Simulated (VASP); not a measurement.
**Ge: relaxation of cell and atoms with PBE+D3(BJ)**

Crystal: Ge.

```
Ge
1.0
     0.00000    2.84951    2.84951
     2.84951    0.00000    2.84951
     2.84951    2.84951    0.00000
Ge
2
Direct
  0.00000 0.00000 0.00000
  0.25000 0.25000 0.25000
```

```json
{
 "Program": "VASP 6.6.1",
 "Task": "relaxation of cell and atoms",
 "Functional": "PBE",
 "Dispersion": "D3(BJ)",
 "Potentials or basis": "VASP PAW PBE potentials, release 64 (Ge_d)",
 "Cutoff": "600 eV",
 "k mesh": "10 × 10 × 10",
 "Occupations": "gaussian, width 0.03 eV",
 "Spin": "no spin polarisation",
 "Further INCAR settings": "ALGO = Normal; EDIFF = 1e-07; IBRION = 2; EDIFFG = -0.005; NSW = 90; ISIF = 3"
}
```

| Item | Value |
| --- | --- |
| Relaxed volume | 23.13 Å³/atom |
| Relaxed cell | a = 4.029 Å, b = 4.029 Å, c = 4.029 Å, α = 60.00°, β = 60.00°, γ = 60.00° |
| Space group after relaxing (to 0.05 Å) | Fd-3m (No. 227) |
| Energy gained by relaxing | 0.0 meV/atom |
| Ionic steps | 3 |
| Pressure after relaxing | 0.0 GPa |
| Band gap on the k mesh | none (metal or under the smearing width) |
| Dispersion energy per atom | -0.291 eV |

Final structure:
```
Ge
1.0
     0.00000    2.84915    2.84915
     2.84915    0.00000    2.84915
     2.84915    2.84915    0.00000
Ge
2
Direct
  0.00000 0.00000 0.00000
  0.25000 0.25000 0.25000
```

Levels at points of the mesh, in eV from the Fermi level:
| k point | band 10 | band 11 | band 12 | band 13 | band 14 | band 15 | band 16 | band 17 | band 18 |
| --- | --- | --- | --- | --- | --- | --- | --- | --- | --- |
| (0.00, 0.00, 0.00) | -24.55 | -12.62 | -0.17 | -0.01 | -0.01 | -0.01 | 2.54 | 2.54 | 2.54 |
| (0.50, 0.00, 0.00) | -24.52 | -10.58 | -7.51 | -1.38 | -1.38 | 0.11 | 3.73 | 3.73 | 7.11 |
| (0.50, 0.50, 0.00) | -24.51 | -8.82 | -8.82 | -3.01 | -3.01 | 0.77 | 0.77 | 9.33 | 9.33 |

Run time: 74 s on 1 thread of AMD EPYC 7R13 Processor (Zen 3), on a shared host, peak memory 0.17 GiB.

Caveat: pairwise dispersion overbinds metals, which lowers pressure and volume; this crystal is a semiconductor, whose small gap the functional closes, so the metal is an error of the method.
